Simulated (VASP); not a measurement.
FeAl (CsCl type) relaxed at rising pressure, in one space group throughout; other phases were not tried. The pressures are those reached. All values below come from PBEsol GGA, VASP's PBE PAW potentials (set 64) (plane waves; VASP 6.6.1).

```csv
P (GPa),V (Å³/atom),k-mesh
0.28,11.451,13×13×13
5.00,11.191,13×13×13
9.99,10.946,13×13×13
19.90,10.530,13×13×13
29.87,10.178,13×13×13
```

Problem. Fit an equation of state and predict the volume at 44.99 GPa.

Solution. Least squares on the third-order Birch-Murnaghan form, P = (3B0/2)(y⁷ − y⁵)[1 + (3/4)(B′ − 4)(y² − 1)] with y = (V0/V)^(1/3), gives V0 = 11.467 Å³/atom, B0 = 195 GPa and B′ = 4.2, and so 9.737 Å³/atom. The run gave 9.735 Å³/atom, -0.0 % from the fit.

Pressures at which the relaxation failed are left out.

The compound is FeAl in the CsCl type structure. The run is not spin-polarised, so no magnetic state was tried. The electron count is odd and the run is not spin-polarised, which forces a metal.
